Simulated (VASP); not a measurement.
Input:

```xyz
2
Lattice="0.0000 2.6822 2.6822 2.6822 0.0000 2.6822 2.6822 2.6822 0.0000" Properties=species:S:1:pos:R:3 pbc="T T T"
Mg     0.0000     0.0000     0.0000
Se     2.6822     2.6822     2.6822
```

Method: rev-vdW-DF2, VASP's PBE PAW potentials (set 64) (plane waves; VASP). Settings: 520 eV cut-off, 8×8×8 Γ-centred mesh, Gaussian smearing of 0.050 eV, potentials Mg Se.

Task: What does the run give for the energy per atom (σ→0), pressure, band gap (on the k-mesh) with the smallest direct gap where there is one?

Result: 
```json
{
 "band gap (on the k-mesh)": "1.89 eV",
 "smallest direct gap (on the k-mesh)": "2.94 eV",
 "energy per atom (σ→0)": "-2.475 eV/atom",
 "pressure": "4.47 GPa"
}
```

The compound is MgSe in the rock salt structure. This cell is one point of a volume scan, at 0.94 of the reference volume.
